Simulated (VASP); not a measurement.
OSZICAR of a VASP run on NiO (rock salt, AFM-II order):

**OSZICAR**
```
       N       E                     dE             d eps       ncg     rms          rms(c)
DAV:   1     0.267149617917E+03    0.26715E+03   -0.16399E+04  5240   0.216E+03
DAV:   2     0.533758796183E+01   -0.26181E+03   -0.24453E+03  5404   0.416E+02
DAV:   3    -0.267557616101E+02   -0.32093E+02   -0.30564E+02  6024   0.163E+02
DAV:   4    -0.278783381747E+02   -0.11226E+01   -0.11104E+01  5796   0.323E+01
DAV:   5    -0.279103496518E+02   -0.32011E-01   -0.31996E-01  6264   0.516E+00    0.197E+01
DAV:   6    -0.257383027251E+02    0.21720E+01   -0.55661E+01  7856   0.118E+02    0.249E+01
DAV:   7    -0.231994405115E+02    0.25389E+01   -0.95628E+00  6808   0.975E+01    0.869E+00
DAV:   8    -0.234967990269E+02   -0.29736E+00   -0.28570E+00  5848   0.150E+01    0.577E+00
DAV:   9    -0.234168939648E+02    0.79905E-01   -0.24432E-01  8540   0.125E+01    0.175E+00
DAV:  10    -0.234367409138E+02   -0.19847E-01   -0.87004E-02  6860   0.473E+00    0.797E-01
DAV:  11    -0.234332592070E+02    0.34817E-02   -0.16974E-02  8312   0.290E+00    0.158E-01
DAV:  12    -0.234337152489E+02   -0.45604E-03   -0.49858E-03  7608   0.822E-01    0.864E-02
DAV:  13    -0.234336817092E+02    0.33540E-04   -0.13551E-04  5608   0.134E-01    0.586E-02
DAV:  14    -0.234336808409E+02    0.86824E-06   -0.33695E-04  6860   0.179E-01    0.371E-02
DAV:  15    -0.234336720367E+02    0.88042E-05   -0.29687E-05  6220   0.720E-02    0.210E-02
DAV:  16    -0.234336705553E+02    0.14815E-05   -0.16665E-05  6464   0.538E-02    0.505E-03
DAV:  17    -0.234336706805E+02   -0.12518E-06   -0.10290E-06  2748   0.181E-02
   1 F= -.23433671E+02 E0= -.23433671E+02  d E =-.153143E-14  mag=     0.0000
```

Problem. Which electronic solver shows in the log?

Solution. It is blocked Davidson (ALGO = Normal, or the opening steps of other solvers). The INCAR had ALGO = Normal.

Problem. How was spin treated?

Solution. Collinear spin (ISPIN = 2): the summary line carries one mag value, 0.00 μB in the cell.

Problem. Can the final energy be trusted as converged?

Solution. The run converged. It stopped with EDIFF = 1E-6, NELM = 100 (PBE GGA, plane waves, VASP's PBE PAW potentials (set 64)).

The compound is NiO in the rock salt, AFM-II order structure. The cell was not relaxed at this level. The run is one of a series of settings (ENCUT = 550 against the base run), some of them coarse on purpose.
